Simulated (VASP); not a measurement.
An input for Quantum ESPRESSO's pw.x (written as the equivalent of a VASP run, and not itself run):

```
&CONTROL
  calculation = 'scf'
  pseudo_dir = './pseudo'
  outdir = './out'
  tprnfor = .true.
  tstress = .true.
/
&SYSTEM
  ibrav = 0
  nat = 8
  ntyp = 3
  ecutwfc = 88
  occupations = 'tetrahedra'
  input_dft = 'pbesol'
/
&ELECTRONS
  conv_thr = 7.3e-09
  electron_maxstep = 100
/
ATOMIC_SPECIES
  Be 9.012 Be.upf
  Te 127.600 Te.upf
  S 32.060 S.upf
CELL_PARAMETERS angstrom
     0.0005332    5.0511692    5.0368802
     5.0511692    0.0005332    5.0368802
     2.5258512    2.5258512   -0.0000000
ATOMIC_POSITIONS crystal
  Be   0.9802265  0.9802265  0.0395471
  Be   0.9894929  0.5280398  0.9824673
  Be   0.5280398  0.9894929  0.9824673
  Be   0.5016951  0.5016951  0.9966098
  Te   0.1256346  0.1256346  0.2487309
  S    0.1240003  0.6252335  0.2507662
  S    0.6252335  0.1240003  0.2507662
  S    0.6256774  0.6256774  0.2486451
K_POINTS automatic
  5 5 9 0 0 0
```

**Question.** Translate this input to VASP (INCAR, KPOINTS, POSCAR, choice of POTCAR).

**Answer.** Several could match; the one computed here: 
**INCAR**
```
# general
SYSTEM =Be4S3Te
PREC   =Accurate
ENCUT  =400   # plane-wave cut-off (eV)
LREAL  =.False.   # projection in real space or not
LASPH  =.True.   # aspherical one-centre terms

# electronic loop
EDIFF  =1E-7   # SCF stop (eV)
NELM   =100
ALGO   =Normal
LMAXMIX=4   # l cut-off of mixed one-centre charges

# smearing
ISMEAR =-5

# functional
GGA    =PS   # PBEsol

# ions
ISIF   =2   # forces and stress, cell fixed

# output
LWAVE  =.False.
LCHARG =.True.
LORBIT =11   # lm-projected
NEDOS  =601

# other
LEFG   =.True.
```

File KPOINTS:
```
kpoints
0
G
5 5 9
```

File POSCAR:
```
Be4S3Te
1
    0.0005331786     5.0511692370     5.0368802461
    5.0511692370     0.0005331786     5.0368802461
    2.5258512079     2.5258512079    -0.0000000000
Be Te S
4 1 3
Direct
  0.9802264516   0.9802264516   0.0395470969
  0.9894928972   0.5280398088   0.9824672940
  0.5280398088   0.9894928972   0.9824672940
  0.5016950994   0.5016950994   0.9966098013
  0.1256345522   0.1256345522   0.2487308956
  0.1240003029   0.6252334519   0.2507662452
  0.6252334519   0.1240003029   0.2507662452
  0.6256774361   0.6256774361   0.2486451278
```

POTCAR, in this order: Be Te S (PBE.64 set). Program: vasp_std.

What does not carry over: the potentials are each code's own (VASP's PAW set, PseudoDojo norm-conserving files in pw.x), so ENCUT and ecutwfc are chosen apart and not converted; conv_thr bounds pw.x's estimated SCF error, while EDIFF bounds the energy change between steps; the field gradients of LEFG aren't asked of the other code.

The structure was generated: Be4S3Te was put into an ordered model structure (Amm2), which need not be its known phase. It was relaxed first.
